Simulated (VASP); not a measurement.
Computed with PBE GGA, VASP's PBE PAW potentials (set 64) (plane waves; VASP 6.6.1).

Input for VASP

KPOINTS:
```
kpoints
0
Gamma
  12 12 12
```

### INCAR
```
SYSTEM = FeAl
LWAVE = .FALSE.
ENCUT = 480   # plane-wave cut-off (eV)
NSW = 40   # most ionic steps
IBRION = 2
ALGO = Normal   # blocked Davidson
LMAXMIX = 4   # l cut-off of mixed one-centre charges
NELM = 100   # most electronic steps
LCHARG = .FALSE.
LREAL = .FALSE.
ISIF = 3
LASPH = .TRUE.   # aspherical one-centre terms
PSTRESS = 300   # kbar
SIGMA = 0.1   # width (eV)
EDIFF = 1E-7   # SCF stop (eV)
ISMEAR = 1   # Methfessel-Paxton
EDIFFG = -0.01   # ionic stop
GGA = PE   # PBE
PREC = Accurate
```

### POSCAR
```
FeAl
1
    2.8672582374     0.0000000000     0.0000000000
    0.0000000000     2.8672582374     0.0000000000
    0.0000000000     0.0000000000     2.8672582374
Al Fe
1 1
Direct
  0.5000000000   0.5000000000   0.5000000000
  0.0000000000   0.0000000000   0.0000000000
```

POTCAR, in this order: Al Fe (PBE.64 set). Program: vasp_std.

Energy and stress use the plane-wave basis of the starting cell.

Task: Predict the energy per atom (σ→0), volume per atom, band gap (on the k-mesh).

Result: 
The energy per atom (σ→0) is -6.192 eV/atom and the band gap (on the k-mesh) comes out as none (metal, semimetal or under 0.01 eV). The volume per atom comes out as 10.39 Å³/atom.

### OSZICAR
```
...
   6 F= -.84917697E+01 E0= -.84917857E+01  d E =0.274328E-04
       N       E                     dE             d eps       ncg     rms          rms(c)
DAV:   1    -0.123836263644E+02    0.56864E-02   -0.56354E-03  1568   0.151E+00    0.158E-01
DAV:   2    -0.123837565340E+02   -0.13017E-03   -0.90543E-03  1747   0.157E+00    0.163E-01
DAV:   3    -0.123833482873E+02    0.40825E-03   -0.30486E-03  1754   0.923E-01    0.199E-02
DAV:   4    -0.123833434598E+02    0.48275E-05   -0.16216E-05  1569   0.417E-02    0.258E-03
DAV:   5    -0.123833434584E+02    0.13160E-08   -0.42277E-07  1422   0.893E-03
   7 F= -.84918150E+01 E0= -.84918316E+01  d E =-.178708E-04
```

The compound is FeAl in the CsCl type structure. This run relaxes it under an external pressure of 30 GPa. Symmetry was kept, so distortions that lower it aren't found. The run is not spin-polarised, so no magnetic state was tried. The electron count is odd and the run is not spin-polarised, which forces a metal.
